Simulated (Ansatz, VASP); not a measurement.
# Cross-check of ZnAu between VASP and Ansatz, part 2 of 2

One calculation is typed for both programs; each brings its own data sets and cutoff. How far apart do they land?

VASP 6.6.1 and Ansatz 0.2.0.

So far. Step 3 (Ansatz: single point, PBEsol): The run ends at a pressure of -2.71 GPa.

## 5. VASP: band structure, PBEsol

Level of this step: PBEsol; plane waves and PAW (Zn, Au) (VASP).

A single point gives forces, pressure and levels at one fixed geometry, so differences don't come from the geometry; what else differs is listed under the comparison.

The input, INCAR:

```
SYSTEM = ZnAu
PREC = Accurate
ENCUT = 400
EDIFF = 1E-06
NELM = 100
ISMEAR = -1
SIGMA = 0.05
LREAL = .FALSE.
ALGO = Normal
GGA = PS
NBANDS = 23
LASPH = .TRUE.
LORBIT = 11
LWAVE = .FALSE.
LCHARG = .FALSE.
KPAR = 2
```

The input, POSCAR:

```
ZnAu
1.0
    3.1470000000      0.0000000000      0.0000000000
    0.0000000000      3.1470000000      0.0000000000
    0.0000000000      0.0000000000      3.1470000000
Zn Au
1 1
Direct
    0.4824310000      0.4866860000      0.5073820000
    0.0114760000     -0.0153100000     -0.0371480000
```

The input, KPOINTS:

```
Automatic mesh
0
Gamma
12 12 12
0 0 0
```

The input, KPOINTS_OPT:

```
Line mode
16
Line-mode
Reciprocal
  0.00000000   0.00000000   0.00000000 GAMMA
  0.00000000   0.50000000   0.00000000 X

  0.00000000   0.50000000   0.00000000 X
  0.50000000   0.50000000   0.00000000 M

  0.50000000   0.50000000   0.00000000 M
  0.00000000   0.00000000   0.00000000 GAMMA

  0.00000000   0.00000000   0.00000000 GAMMA
  0.50000000   0.50000000   0.50000000 R

  0.50000000   0.50000000   0.50000000 R
  0.00000000   0.50000000   0.00000000 X

  0.50000000   0.50000000   0.00000000 M
  0.50000000   0.50000000   0.50000000 R
```

PAW data sets: Zn and Au (PBE family, release 64).

On the command line:

```sh
mpirun -np 2 vasp_std
```

Numbers of over 12 decimals in the logs are rounded to 6 here.

The program printed:

```text
[banner, memory and clock lines left out]
running    2 mpi-ranks, on    1 nodes
[...]
[... a notice as in an earlier step ...]

 LDA part: xc-table for (Slater+PW92), standard interpolation
 POSCAR, INCAR and KPOINTS ok, starting setup
[...]
entering main loop
       N       E                     dE             d eps       ncg     rms          rms(c)
DAV:   1     0.118334906229E+03    0.11833E+03   -0.90911E+03 42917   0.108E+03
DAV:   2    -0.540553707557E+00   -0.11888E+03   -0.11135E+03 42350   0.248E+02
DAV:   3    -0.642267922993E+01   -0.58821E+01   -0.58469E+01 47873   0.560E+01
DAV:   4    -0.647267914813E+01   -0.50000E-01   -0.49992E-01 45927   0.491E+00
[...]
DAV:   9    -0.590284521419E+01    0.19014E-04   -0.30506E-04 53268   0.266E-01    0.621E-02
DAV:  10    -0.590284657043E+01   -0.13562E-05   -0.46819E-05 47348   0.516E-02    0.197E-02
DAV:  11    -0.590284746264E+01   -0.89221E-06   -0.23336E-06 46991   0.135E-02
   1 F= -.59028475E+01 E0= -.59010962E+01  d E =-.350253E-02
 Start KPOINTS_OPT (optional k-point list driver)
k-point batch [1-96\96]
       N       E                     dE             ncg
DAV:   1     0.363336415924E+05   -0.45552E+05     4696
DAV:   2     0.250504363501E+05   -0.11283E+05     4626
DAV:   3     0.244854043366E+05   -0.56503E+03     5410
DAV:   4     0.244800044573E+05   -0.53999E+01     5193
DAV:   5     0.244799356632E+05   -0.68794E-01     5326
DAV:   6     0.244799342579E+05   -0.14053E-02     5242
DAV:   7     0.244799342253E+05   -0.32538E-04     5329
DAV:   8     0.244799342246E+05   -0.71280E-06     3720
```

OUTCAR, selected parts (step 5):

```text
  Total       -0.2116964     -0.1363214     -0.3046285     -0.0122035      0.0174283     -0.2447000
  in kB      -10.8826279     -7.0078431    -15.6599711     -0.6273436      0.8959317    -12.5792395
  external PRESSURE =     -11.1834807 kB  Pullay stress =       0.0000000 kB

 POSITION                                       TOTAL-FORCE (eV/Angst)
 -----------------------------------------------------------------------------------
      1.51821      1.53160      1.59673         0.349107     -0.025264     -0.501521
      0.03611      3.09882      3.03010        -0.349107      0.025264      0.501521
 -----------------------------------------------------------------------------------
    total drift:                               -0.000089     -0.000098     -0.000145

  FREE ENERGIE OF THE ION-ELECTRON SYSTEM (eV)
  ---------------------------------------------------
  free  energy   TOTEN  =        -5.9028474626 eV

  energy  without entropy=       -5.8993449318  energy(sigma->0) =       -5.90109620

[... 1 part as in an earlier step ...]

[... 2 further parts left out ...]
[key lines of the parts left out:]
E-fermi :   6.9577
```

The run ends at a pressure of -1.12 GPa, with forces up to 0.61 eV/Å.

## 6. Ansatz: band structure, PBEsol

The same cell, functional, mesh and smearing now go to Ansatz, which takes its cutoff from its data sets.

The cell is taken from a series of VASP runs on this material, whose earlier steps may have relaxed, scaled or displaced it; both programs get it as it stands.

The input, input.yaml:

```yaml
crystal:
  lattice:
    - [3.147, 0.0, 0.0]
    - [0.0, 3.147, 0.0]
    - [0.0, 0.0, 3.147]
  atoms:
    - { symbol: Zn, position: [0.482431, 0.486686, 0.507382] }
    - { symbol: Au, position: [0.011476, -0.01531, -0.037148] }
hamiltonian:
  xc: pbesol
  pseudopotentials: { kind: paw }
kpoints:
  mp_grid: { grid: [12, 12, 12] }
  band_path:
    path:
      - [0.0, 0.0, 0.0]
      - [0.0, 0.1, 0.0]
      - [0.0, 0.2, 0.0]
      - [0.0, 0.3, 0.0]
      - [0.0, 0.43333, 0.0]
      - [0.0, 0.5, 0.0]
      - [0.1, 0.5, 0.0]
      - [0.2, 0.5, 0.0]
      - [0.33333, 0.5, 0.0]
      - [0.43333, 0.5, 0.0]
      - [0.5, 0.5, 0.0]
      - [0.36667, 0.36667, 0.0]
      - [0.26667, 0.26667, 0.0]
      - [0.16667, 0.16667, 0.0]
      - [0.06667, 0.06667, 0.0]
      - [0.03333, 0.03333, 0.03333]
      - [0.13333, 0.13333, 0.13333]
      - [0.23333, 0.23333, 0.23333]
      - [0.33333, 0.33333, 0.33333]
      - [0.46667, 0.46667, 0.46667]
      - [0.46667, 0.5, 0.46667]
      - [0.36667, 0.5, 0.36667]
      - [0.23333, 0.5, 0.23333]
      - [0.13333, 0.5, 0.13333]
      - [0.03333, 0.5, 0.03333]
      - [0.5, 0.5, 0.03333]
      - [0.5, 0.5, 0.16667]
      - [0.5, 0.5, 0.26667]
      - [0.5, 0.5, 0.36667]
      - [0.5, 0.5, 0.5]
    npoints: 1
scf:
  occupations: { method: fermi_dirac, width: 0.05 }
  n_extra_bands: 7
output:
  forces: true
  stress: true
  eigenvalues: true
```

On the command line:

```sh
ansatz run input.yaml --threads 2 --pin off --max-ram 4608MiB --backend cpu --events-out ev --progress --plain --runs-dir out
```

The program printed:

```text
[...]
Crystal: 2 atoms, lattice volume = 31.167 Å³
Basis set: ecut = 420 eV, 619 PW (Γ), exchange–correlation on 48×48×48 points (8 copies of the dense FFT grid, shifted against one another)
Bands: 23, of which v1, the nominal top of the filled ones, is band 16 counted from 1 (15 counted from 0)
Symmetry: 1 space group operations
[...]
k-points: 868 of 1728 (time reversal used)
[...]
k-point 0: bands = [... 12 lower, 13.1323, 13.1327, 13.1577, 21.8271, 21.8693, 21.9327, 25.6527, 28.8501, ... 3 higher]
  k-point 1: bands = [... 12 lower, 13.0417, 13.0448, 13.1431, 20.9516, 22.0592, 22.1027, 26.2590, 28.8013, ... 3 higher]
  k-point 2: bands = [... 12 lower, 12.8048, 12.8076, 13.1168, 19.1786, 22.7157, 22.7488, 26.8645, 28.4607, ... 3 higher]
  k-point 867: bands = [... 12 lower, 13.7800, 13.7850, 18.2725, 20.3906, 20.4216, 20.4586, 20.6015, 22.7721, ... 3 higher]
[key lines of the parts left out:]
SCF converged after 6 iterations
Free energy (F): -16288.404699 eV
Fermi energy:    16.926285 eV
P = ⅓ Tr σ = -0.9624 GPa (-9.624 kbar)
```

Run time: 56 s. Hardware: 2 threads of Arm Neoverse N1, shared host; peak memory 0.81 GiB.

## 7. Comparison

Compared:

| quantity | Ansatz | VASP | difference |
| --- | --- | --- | --- |
| pressure (GPa) | -0.96 | -1.12 | +0.16 |
| pressure without Ansatz's Pulay correction (GPa) | -1.05 | -1.12 | +0.07 |

Forces (eV/Å; atoms numbered as in POSCAR):

| atom | Ansatz x, y, z | VASP x, y, z |
| --- | --- | --- |
| Zn1 | 0.344, -0.025, -0.494 | 0.349, -0.025, -0.502 |
| Au2 | -0.344, 0.025, 0.493 | -0.349, 0.025, 0.502 |

The forces differ by 5.6 meV/Å r.m.s., which is 1.6 % of the r.m.s. force of 0.35 eV/Å (both taken over all components). Levels from 3 eV below to 2 eV above the Fermi level differ by 7 meV r.m.s. and 12 meV at most; each VASP level is matched to the nearest of Ansatz, which flatters the figure a little. Ansatz's pressure holds a Pulay correction of 0.09 GPa; VASP's holds none.

## 8. Outcome

```yaml
difference_in_pressure_single_point_pbesol: 0.20 GPa
r_m_s_difference_of_levels_near_the_fermi_level_band_structure_pbesol: 6.8 meV
r_m_s_force_difference_band_structure_pbesol: 1.6 % of the r.m.s. force
```

What this shows: The r.m.s. force difference is 1.6 % of the r.m.s. force (band structure, PBEsol), within the 3 % picked in this series as the mark of a large difference. 1 further run of this series is not shown here. How closely two codes agree says nothing of how well the functional describes the real material.

[Lines on the potential files, build, host, timing and source positions are cut from VASP's logs without a mark.]

[Logs are printed without paths, hosts, clocks, repeated set-up lines and the standing remarks that a program may print on its own settings, such as how far it seeks lower states.]

[Hosts, paths, dates, database ids (printed as entryN), source tags and the programs' standing remarks are cut or masked in the printed files.]
